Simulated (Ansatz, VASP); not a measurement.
# Cross-check of Ni between VASP and Ansatz, part 2 of 2

One calculation is typed for both programs; each brings its own data sets. How far apart do they land? Of the first pair: The structure shown is frame 250 of Ansatz's trajectory.

VASP 6.6.1 and Ansatz 0.2.0.

So far: Starting point; Ansatz: dynamics, PBE; VASP: single point, PBE, pair 1.

**4. Side by side**

Known differences besides the potentials themselves: the data sets hold 864 valence electrons in Ansatz (on its default PAW (the set named soft_2) files) and 480 in VASP; the cutoff is 420 eV in Ansatz and 520 eV in VASP (PREC = Accurate, projectors in real space). Total energies have different zeros and are not compared.

Forces on 7 of the 48 atoms, those with the largest forces and the largest differences (eV/Å; atoms numbered as in POSCAR):

```tsv
atom	Ansatz x, y, z	VASP x, y, z
Ni5	1.324, 1.737, -1.571	1.315, 1.732, -1.550
Ni7	1.681, -1.703, -1.160	1.672, -1.691, -1.149
Ni9	-0.132, 0.095, -4.135	-0.136, 0.100, -4.057
Ni11	-0.691, -2.498, -2.677	-0.680, -2.472, -2.652
Ni14	-1.422, 1.075, 4.139	-1.407, 1.070, 4.072
Ni16	0.698, 2.640, -0.581	0.702, 2.629, -0.575
Ni48	1.207, -3.445, -0.322	1.201, -3.424, -0.317
```

The forces differ by 13 meV/Å r.m.s., which is 1.2 % of the r.m.s. force of 1.069 eV/Å (both taken over all components). VASP's last cycles still show a density residual of 2e-03, so its state may not be settled.

**5. Ansatz: dynamics, PBE**

One frame of this run of dynamics is then solved in both programs, so the motion causes no difference.

The structure compared here is frame 500 of Ansatz's trajectory.

input.yaml

```yaml
crystal:
  lattice:
    - [8.4296, 0.0, 0.0]
    - [0.0, 8.4296, 0.0]
    - [0.0, 0.0, 8.4296]
  atoms:
    - { symbol: Ni, position: [0.56216, 0.91111, 0.88972] }
    - { symbol: Ni, position: [0.7268, 0.1806, 0.56316] }
    - { symbol: Ni, position: [0.23584, 0.87745, 0.72599] }
    - { symbol: Ni, position: [0.76786, 0.91346, 0.71226] }
    - { symbol: Ni, position: [0.99607, 0.374, 0.60502] }
    - { symbol: Ni, position: [0.80051, 0.66197, 0.23103] }
    - { symbol: Ni, position: [0.76649, 0.61531, 0.5498] }
    - { symbol: Ni, position: [0.3116, 0.64519, 0.59742] }
    - { symbol: Ni, position: [0.24064, 0.40779, 0.73862] }
    - { symbol: Ni, position: [0.01359, 0.61311, 0.75588] }
    - { symbol: Ni, position: [0.53794, 0.91262, 0.2261] }
    - { symbol: Ni, position: [0.49534, 0.9057, 0.59447] }
    - { symbol: Ni, position: [0.99309, 0.07601, 0.0684] }
    - { symbol: Ni, position: [0.47848, 0.16313, 0.07749] }
    - { symbol: Ni, position: [0.77854, 0.89869, 0.06372] }
    - { symbol: Ni, position: [0.74537, 0.12693, 0.26197] }
    - { symbol: Ni, position: [0.22434, 0.65626, 0.26622] }
    - { symbol: Ni, position: [0.46717, 0.17179, 0.41956] }
    - { symbol: Ni, position: [0.96229, 0.12432, 0.38977] }
    - { symbol: Ni, position: [0.25838, 0.88732, 0.43568] }
    - { symbol: Ni, position: [0.97194, 0.11139, 0.71108] }
    - { symbol: Ni, position: [0.27006, 0.39195, 0.43672] }
    - { symbol: Ni, position: [0.52563, 0.41087, 0.61243] }
    - { symbol: Ni, position: [0.7295, 0.89043, 0.4437] }
    - { symbol: Ni, position: [0.02328, 0.83671, 0.56024] }
    - { symbol: Ni, position: [0.01733, 0.85079, 0.26965] }
    - { symbol: Ni, position: [0.46434, 0.40716, 0.91765] }
    - { symbol: Ni, position: [0.54258, 0.63523, 0.75314] }
    - { symbol: Ni, position: [0.5189, 0.65974, 0.10728] }
    - { symbol: Ni, position: [0.72159, 0.15665, 0.94099] }
    - { symbol: Ni, position: [0.22144, 0.14031, 0.90977] }
    - { symbol: Ni, position: [0.2633, 0.89516, 0.05013] }
    - { symbol: Ni, position: [0.69663, 0.39528, 0.07196] }
    - { symbol: Ni, position: [0.99184, 0.58681, 0.4143] }
    - { symbol: Ni, position: [0.27239, 0.6374, 0.88136] }
    - { symbol: Ni, position: [0.26596, 0.13197, 0.61577] }
    - { symbol: Ni, position: [0.72858, 0.39774, 0.38147] }
    - { symbol: Ni, position: [0.22304, 0.40115, 0.05561] }
    - { symbol: Ni, position: [0.00976, 0.39552, 0.22403] }
    - { symbol: Ni, position: [0.99159, 0.85094, 0.88768] }
    - { symbol: Ni, position: [0.51186, 0.66708, 0.39141] }
    - { symbol: Ni, position: [0.76873, 0.6274, 0.94364] }
    - { symbol: Ni, position: [0.75398, 0.41248, 0.74431] }
    - { symbol: Ni, position: [0.9786, 0.32755, 0.95544] }
    - { symbol: Ni, position: [0.4566, 0.42102, 0.2364] }
    - { symbol: Ni, position: [0.49493, 0.1628, 0.7697] }
    - { symbol: Ni, position: [0.2205, 0.1841, 0.25626] }
    - { symbol: Ni, position: [0.01963, 0.62426, 0.06373] }
kpoints:
  mp_grid: { grid: [1, 1, 1] }
hamiltonian:
  xc: pbe
scf:
  occupations: { method: fermi_dirac, width: 0.153 }
output:
  forces: true
  stress: true
md:
  timestep: 4.0
  n_steps: 750
  ensemble: nvt_nose_hoover
  temperature: 1773
  initial_velocities: maxwell_boltzmann
  seed: 6
```

Run with:

```bash
> ansatz run input.yaml --threads 8 --pin off --max-ram 15360MiB --backend cpu --events-out ev --progress --plain --runs-dir out
```

Numbers of over 12 decimals in the logs are rounded to 6 here.

The log of the run:

```text
[...]
Crystal: 48 atoms, lattice volume = 598.992 Å³
Basis set: ecut = 420 eV, 11753 PW (Γ), exchange–correlation on 120×120×120 points (8 copies of the dense FFT grid, shifted against one another)
Bands: 526, of which v1, the nominal top of the filled ones, is band 432 counted from 1 (431 counted from 0)
Symmetry: 1 space group operations
k-points: 1
[...]
atom  48  Ni    -0.56239307     0.19077402     0.38904070
  max |Σ_I F_I| component: 4.30e-6 eV/Å
--- Stress (GPa, compression-positive) ---
       -2.481673       1.342446      -2.253908
        1.342445      -1.122854       0.133734
       -2.253908       0.133734      -3.912455
  P = ⅓ Tr σ = -2.5057 GPa (-25.057 kbar)
--- MD trajectory: 750 steps, t = 0.0 → 3000.0 fs ---
[...]
conserved energy: peak-to-peak 6.469e-2 eV (1.348e-3 eV/atom) over 3000.0 fs
[key lines of the parts left out:]
SCF converged after 12 iterations
Free energy (F): -280290.476561 eV
Fermi energy:    15.070528 eV
```

**6. VASP: single point, PBE, pair 2**

The same cell, functional, mesh and smearing now go to VASP, with its own data sets.

INCAR

```
SYSTEM = Ni
PREC = Accurate
ENCUT = 520
EDIFF = 1E-06
NELM = 120
ISMEAR = -1
SIGMA = 0.153
LREAL = Auto
ALGO = Normal
GGA = PE
NBANDS = 280
LASPH = .TRUE.
LORBIT = 11
LWAVE = .FALSE.
LCHARG = .FALSE.
ISIF = 2
GGA_COMPAT = .FALSE.
NCORE = 2
```

POSCAR

```
Ni
1.0
    8.4296000000      0.0000000000      0.0000000000
    0.0000000000      8.4296000000      0.0000000000
    0.0000000000      0.0000000000      8.4296000000
Ni
48
Direct
    0.3634336149      0.9989916485      0.0825068805
    0.8993427921      0.4545055519      0.2535588877
    0.4442915441      0.9639247414      0.8183187814
    0.0258256620      0.0439641264      0.1791899972
    0.0577844738      0.2633221031      0.3879662143
    0.7087762171      0.6126150707      0.4116684066
    0.7602140078      0.5142474139      0.9285731233
    0.2723735409      0.6838046882      0.7545672393
    0.3836362342      0.2092270096      0.7506168739
    0.2336884312      0.4039574832      0.8978599222
    0.4711848724      0.7792777831      0.3082352662
    0.2964434849      0.7121808864      0.5038198728
    0.9012052766      0.1533168834      0.8743000854
    0.4312185632      0.2884953023      0.0282694315
    0.6813134668      0.0188858309      0.0689237924
    0.5076278827      0.1281911360      0.2622425738
    0.1551200531      0.7023109044      0.2723735409
    0.6017960520      0.1829268293      0.5607620765
    0.2014330455      0.2241150233      0.1670660530
    0.0037486951      0.8212845212      0.5078770048
    0.0065958053      0.3744424409      0.7396673626
    0.3340846541      0.1605176995      0.4769858594
    0.7152296669      0.4413969821      0.6049160102
    0.8881678846      0.0821035399      0.5780345449
    0.8396483819      0.6675168454      0.6402439024
    0.6840656733      0.9090585556      0.4096517035
    0.4884454778      0.4739963937      0.7993143210
    0.5558270855      0.7009703901      0.6559504603
    0.5707862769      0.7562755054      0.9452880326
    0.6396507545      0.2284924552      0.8321747177
    0.1791781342      0.1104441492      0.9234957768
    0.1496393660      0.8258161716      0.0224565816
    0.7500830407      0.3054000190      0.0890077821
    0.0579742811      0.5633837905      0.4741980640
    0.3569445763      0.5697660624      0.1007046598
    0.1782053715      0.0221600076      0.6461516561
    0.5885688526      0.3803027427      0.3556871026
    0.0047451836      0.3568259467      0.0371666508
    0.2490509633      0.4538886780      0.3191017367
    0.0190993641      0.8761507070      0.7718634336
    0.2755290880      0.4099482775      0.6235408560
    0.8299563443      0.7938217709      0.9618724495
    0.7830146152      0.1826065294      0.3139176236
    0.0272848059      0.6118795672      0.0103919522
    0.6341582044      0.5874537345      0.1318449274
    0.6927256335      0.9458455917      0.7509371738
    0.2051580146      0.9592625985      0.3356980165
    0.9127242099      0.8233605391      0.2091558318
```

KPOINTS

```
Automatic mesh
0
Gamma
1 1 1
0 0 0
```

Potentials, in the order of the species: Ni (PBE family, release 64).

Run with:

```bash
> mpirun -np 8 vasp_gam
```

The log of the run:

```text
[... set-up lines as in an earlier step ...]
 entering main loop
       N       E                     dE             d eps       ncg     rms          rms(c)
DAV:   1     0.509938158605E+04    0.50994E+04   -0.22950E+05   560   0.277E+03
DAV:   2     0.398956852177E+03   -0.47004E+04   -0.45768E+04   560   0.597E+02
DAV:   3    -0.229703198967E+03   -0.62866E+03   -0.56143E+03   560   0.233E+02
DAV:   4    -0.284525929616E+03   -0.54823E+02   -0.48005E+02   600   0.690E+01
[...]
DAV:  41    -0.244239480310E+03    0.18145E-05   -0.12478E-05   648   0.335E-02    0.499E-02
DAV:  42    -0.244239472504E+03    0.78063E-05   -0.12220E-05   584   0.339E-02    0.235E-02
DAV:  43    -0.244239471926E+03    0.57797E-06   -0.43404E-06   384   0.180E-02
   1 F= -.24423947E+03 E0= -.23966315E+03  d E =-.915264E+01
```

From OUTCAR (step 6):

```text
  Total       -1.3791000     -1.1894669      0.0641773     12.7425823     -7.0109809      0.5618638
  in kB       -3.6888027     -3.1815740      0.1716607     34.0837309    -18.7529011      1.5028675
  external PRESSURE =      -2.2329053 kB  Pullay stress =       0.0000000 kB

 POSITION                                       TOTAL-FORCE (eV/Angst)
 -----------------------------------------------------------------------------------
      3.06360      8.42110      0.69550         0.767105     -1.239861      0.305436
      7.58110      3.83130      2.13740        -0.176429      1.548290      1.458674
      3.74520      8.12550      6.89810        -1.815376     -0.865314     -0.399156
      0.21770      0.37060      1.51050        -2.479559      1.112669     -1.545213
      0.48710      2.21970      3.27040        -0.492052     -0.526824      1.707056
      5.97470      5.16410      3.47020         0.079540      2.064287     -1.610070
      6.40830      4.33490      7.82750         1.167079     -0.003681     -3.343580
      2.29600      5.76420      6.36070        -0.338541     -0.050539      2.228083
      3.23390      1.76370      6.32740        -0.332348     -0.094901     -0.035725
      1.96990      3.40520      7.56860        -0.641190      1.219635     -0.101286
      3.97190      6.56900      2.59830        -0.177500     -0.095714     -1.146906
      2.49890      6.00340      4.24700         0.376291      0.287985     -0.440930
      7.59680      1.29240      7.37000        -0.288884     -1.220008      0.023540
      3.63500      2.43190      0.23830         1.621047     -0.375021      0.801926
[...]
-----------------------------------------------------------------------------------
    total drift:                                0.001841     -0.002879     -0.005380

  FREE ENERGIE OF THE ION-ELECTRON SYSTEM (eV)
  ---------------------------------------------------
  free  energy   TOTEN  =      -244.2394719256 eV

  energy  without entropy=     -235.0868295915  energy(sigma->0) =     -239.66315076

[... 2 parts as in an earlier step ...]

[... 1 further part left out ...]
[key lines of the parts left out:]
E-fermi :   7.4659
```

The run ends at a pressure of -0.22 GPa, with forces up to 3.5 eV/Å.

**7. Side by side**

What differs besides the data sets and the points named for the pairs above, as far as they apply: the data sets hold 864 valence electrons in Ansatz (on its default PAW (the set named soft_2) files) and 480 in VASP. Total energies have different zeros and are not compared.

Forces on 9 of the 48 atoms, those with the largest forces and the largest differences (eV/Å; atoms numbered as in POSCAR):

```tsv
atom	Ansatz x, y, z	VASP x, y, z
Ni4	-2.500, 1.125, -1.555	-2.480, 1.113, -1.545
Ni7	1.176, 0.000, -3.369	1.167, -0.004, -3.344
Ni19	2.547, 1.152, 0.984	2.521, 1.149, 0.971
Ni22	0.151, 1.273, -0.634	0.147, 1.244, -0.639
Ni32	1.272, 2.230, -0.389	1.265, 2.202, -0.382
Ni33	-2.356, -1.084, -0.745	-2.333, -1.077, -0.740
Ni34	-1.377, -1.825, 1.603	-1.364, -1.806, 1.594
Ni45	-0.232, -0.306, 2.976	-0.238, -0.302, 2.959
Ni48	-1.678, -1.773, 1.536	-1.659, -1.758, 1.523
```

The forces differ by 10 meV/Å r.m.s., which is 0.9 % of the r.m.s. force of 1.105 eV/Å (both taken over all components). VASP's last cycles still show a density residual of 2e-03, so its state may not be settled.

**8. Ansatz: dynamics, PBE**

One frame of this run of dynamics is then solved in both programs, so the motion causes no difference.

The structure compared here is frame 750 of Ansatz's trajectory.

input.yaml is that of step 5.

Run with:

```bash
> ansatz run input.yaml --threads 8 --pin off --max-ram 15360MiB --backend cpu --events-out ev --progress --plain --runs-dir out
```

The log of the run:

```text
[...]
Crystal: 48 atoms, lattice volume = 598.992 Å³
Basis set: ecut = 420 eV, 11753 PW (Γ), exchange–correlation on 120×120×120 points (8 copies of the dense FFT grid, shifted against one another)
Bands: 526, of which v1, the nominal top of the filled ones, is band 432 counted from 1 (431 counted from 0)
Symmetry: 1 space group operations
k-points: 1
[...]
atom  48  Ni    -0.56239307     0.19077402     0.38904070
  max |Σ_I F_I| component: 4.30e-6 eV/Å
--- Stress (GPa, compression-positive) ---
       -2.481673       1.342446      -2.253908
        1.342445      -1.122854       0.133734
       -2.253908       0.133734      -3.912455
  P = ⅓ Tr σ = -2.5057 GPa (-25.057 kbar)
--- MD trajectory: 750 steps, t = 0.0 → 3000.0 fs ---
[...]
conserved energy: peak-to-peak 6.469e-2 eV (1.348e-3 eV/atom) over 3000.0 fs
[key lines of the parts left out:]
SCF converged after 12 iterations
Free energy (F): -280290.476561 eV
Fermi energy:    15.070528 eV
```

**9. VASP: single point, PBE, pair 3**

The same cell, functional, mesh and smearing now go to VASP, with its own data sets.

INCAR is that of step 6.

POSCAR

```
Ni
1.0
    8.4296000000      0.0000000000      0.0000000000
    0.0000000000      8.4296000000      0.0000000000
    0.0000000000      0.0000000000      8.4296000000
Ni
48
Direct
    0.5294201386      0.1207649236      0.9400446047
    0.9038625795      0.3979073740      0.3035256714
    0.3428276549      0.9035660055      0.8649639366
    0.1528898168      0.6948728291      0.0684018222
    0.0117917813      0.2418264212      0.5090751637
    0.6695691373      0.5354583847      0.4597964316
    0.6568639081      0.6002182784      0.7728243333
    0.0351143589      0.6120100598      0.7991601025
    0.2532148619      0.3543703141      0.6911715858
    0.2387064629      0.4123208693      0.9777925406
    0.6287724210      0.7878784284      0.2883410838
    0.1450009490      0.7989940211      0.6297451836
    0.7373066338      0.1828081997      0.7687553383
    0.5521377052      0.3696972573      0.9209215147
    0.8239774129      0.0518648572      0.9874727152
    0.5128713106      0.0646531271      0.3219369840
    0.2340561830      0.7283382367      0.3638250925
    0.4712916390      0.0926259846      0.6516086173
    0.3155547120      0.2250047452      0.1687387302
    0.0910837999      0.0274271614      0.3260534308
    0.9984934042      0.2356695454      0.7672843314
    0.2781982538      0.2306515137      0.4382651609
    0.8411312518      0.4168525197      0.6068259467
    0.8742526336      0.9962275790      0.5873706937
    0.8272753156      0.7312090728      0.6151418810
    0.8308342033      0.0023607289      0.2650303692
    0.3801129354      0.5898026004      0.8467542944
    0.4869388820      0.7226084274      0.6047499288
    0.5377953877      0.7610800038      0.0153032172
    0.5377953877      0.3750474518      0.6478836481
    0.1652391573      0.0558270855      0.9520380564
    0.3304308627      0.9182048970      0.1412285280
    0.7482798709      0.2482442821      0.1347394894
    0.0942630730      0.5391596280      0.5271543134
    0.3961042042      0.5889484673      0.1462228338
    0.1753938502      0.0990319825      0.6729382177
    0.5145558508      0.3721173009      0.2838331593
    0.0274152985      0.2414586695      0.0800037961
    0.1809101262      0.4696189618      0.2535351618
    0.9966665085      0.8965549967      0.8402415298
    0.3878357217      0.5206890007      0.4623825567
    0.8671111322      0.7347086457      0.0141525102
    0.6920494448      0.2276739110      0.4452287179
    0.8449748505      0.4377669166      0.9366636614
    0.7197969061      0.5923294106      0.1233391857
    0.6970793395      0.8899710544      0.8277854228
    0.3228029800      0.9420138559      0.4363552244
    0.9569493214      0.6942085034      0.2914966309
```

KPOINTS is that of step 6.

Run with:

```bash
> mpirun -np 8 vasp_gam
```

The log of the run:

```text
[... set-up lines as in an earlier step ...]
 entering main loop
       N       E                     dE             d eps       ncg     rms          rms(c)
DAV:   1     0.508655755112E+04    0.50866E+04   -0.22919E+05   560   0.277E+03
DAV:   2     0.398276529801E+03   -0.46883E+04   -0.45637E+04   560   0.598E+02
DAV:   3    -0.230343990791E+03   -0.62862E+03   -0.56059E+03   560   0.233E+02
DAV:   4    -0.287712078849E+03   -0.57368E+02   -0.49718E+02   616   0.696E+01
[...]
DAV:  42    -0.246764915783E+03    0.64299E-05   -0.17048E-05   600   0.365E-02    0.313E-02
DAV:  43    -0.246764913689E+03    0.20945E-05   -0.74172E-06   544   0.256E-02    0.192E-02
DAV:  44    -0.246764913353E+03    0.33603E-06   -0.19926E-06   280   0.135E-02
   1 F= -.24676491E+03 E0= -.24191769E+03  d E =-.969444E+01
```

Parts of OUTCAR (step 9):

```text
  Total       -9.1537675     -4.1610850    -14.4251751      4.9222811      0.5615693     -8.3250394
  in kB      -24.4844053    -11.1300284    -38.5843133     13.1660678      1.5020800    -22.2677316
  external PRESSURE =     -24.7329157 kB  Pullay stress =       0.0000000 kB

 POSITION                                       TOTAL-FORCE (eV/Angst)
 -----------------------------------------------------------------------------------
      4.46280      1.01800      7.92420        -0.829076     -2.485555      1.084439
      7.61920      3.35420      2.55860        -0.318442      0.637019      0.158236
      2.88990      7.61670      7.29130         1.439822     -1.573879     -2.200254
      1.28880      5.85750      0.57660        -0.387899      0.473421     -0.789776
      0.09940      2.03850      4.29130        -0.017367     -0.380744     -2.363104
      5.64420      4.51370      3.87590        -0.175065      1.628970     -1.697370
      5.53710      5.05960      6.51460         0.680575     -0.491663      1.356480
      0.29600      5.15900      6.73660         0.029312     -0.921884      0.480062
      2.13450      2.98720      5.82630         0.234313      1.382249      0.361572
      2.01220      3.47570      8.24240        -1.121966     -0.716317     -0.113780
      5.30030      6.64150      2.43060        -0.436950      0.390541      0.941399
      1.22230      6.73520      5.30850         0.703324      0.398628     -0.513137
      6.21520      1.54100      6.48030        -1.042399      0.623182     -1.124507
      4.65430      3.11640      7.76300         0.016171      1.955588      1.374355
[...]
-----------------------------------------------------------------------------------
    total drift:                               -0.001093     -0.002141      0.001308

  FREE ENERGIE OF THE ION-ELECTRON SYSTEM (eV)
  ---------------------------------------------------
  free  energy   TOTEN  =      -246.7649133526 eV

  energy  without entropy=     -237.0704737522  energy(sigma->0) =     -241.91769355

[... 2 parts as in an earlier step ...]

[... 1 further part left out ...]
[key lines of the parts left out:]
E-fermi :   7.3932
```

The run ends at a pressure of -2.47 GPa, with forces up to 5.7 eV/Å.

**10. Comparison**

What differs besides the data sets and the points named for the pairs above, as far as they apply: the data sets hold 864 valence electrons in Ansatz (on its default PAW (the set named soft_2) files) and 480 in VASP. Total energies have different zeros and are not compared.

Forces on 7 of the 48 atoms, those with the largest forces and the largest differences (eV/Å; atoms numbered as in POSCAR):

```tsv
atom	Ansatz x, y, z	VASP x, y, z
Ni1	-0.827, -2.516, 1.099	-0.829, -2.486, 1.084
Ni3	1.453, -1.580, -2.229	1.440, -1.574, -2.200
Ni21	-1.320, 1.867, 3.643	-1.327, 1.850, 3.612
Ni36	2.394, -3.853, -1.296	2.380, -3.817, -1.275
Ni42	2.189, 2.479, -1.778	2.145, 2.436, -1.738
Ni45	-2.743, -4.126, 2.945	-2.691, -4.059, 2.887
Ni47	0.795, 1.346, 2.496	0.777, 1.323, 2.460
```

The forces differ by 16 meV/Å r.m.s., which is 1.4 % of the r.m.s. force of 1.186 eV/Å (both taken over all components).

**11. Summary of results**

| Quantity | Value |
| --- | --- |
| r.m.s. force difference (single point, PBE, pair 1) | 1.2 % of the r.m.s. force |
| r.m.s. force difference (single point, PBE, pair 2) | 0.95 % of the r.m.s. force |
| r.m.s. force difference (single point, PBE, pair 3) | 1.4 % of the r.m.s. force |

The r.m.s. force difference is 1.4 % of the r.m.s. force (single point, PBE, pair 3), within the 3 % picked in this series as the mark of a large difference. The data sets hold unlike numbers of valence electrons (864 in Ansatz and 480 in VASP), so part of the differences comes from the potentials. Such differences can come from data sets, numerical settings and the points named under the comparisons, not from the functional's error against experiment.

[Lines on the potential files, build, host, timing and source positions are cut from VASP's logs without a mark.]

[Logs are printed without paths, hosts, clocks, repeated set-up lines and the standing remarks that a program may print on its own settings, such as how far it seeks lower states.]

[Hosts, paths, dates, database ids (printed as entryN), source tags and the programs' standing remarks are cut or masked in the printed files.]
